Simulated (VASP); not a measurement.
Crystal: Cu.

```xyz
1
Lattice="0.0000 1.8075 1.8075 1.8075 0.0000 1.8075 1.8075 1.8075 0.0000" Properties=species:S:1:pos:R:3 pbc="T T T"
Cu    0.0000    0.0000    0.0000
```

Program: VASP 6.6.1. Alike in all runs: task single point; no spin polarisation; cell as given; k mesh 8 × 8 × 8; cutoff (eV) 520; smearing methfessel-paxton 0.1 eV; the mesh is coarse, so values aren't converged.

Order these runs on this cell by their pressure, lowest first.
A. level PBE; potentials or basis VASP PAW PBE potentials, release 64 (Cu)
B. level LDA; potentials or basis VASP PAW LDA potentials, release 64 (Cu)
C. level PBEsol; potentials or basis VASP PAW PBE potentials, release 64 (Cu)

B (-10.9 GPa), C (-4.9 GPa), A (3.1 GPa).

Caveats: all runs use coarse meshes; the PAW data sets were made with another functional, which shifts forces and pressure a little (some runs).

Not every run made on this cell is shown here.
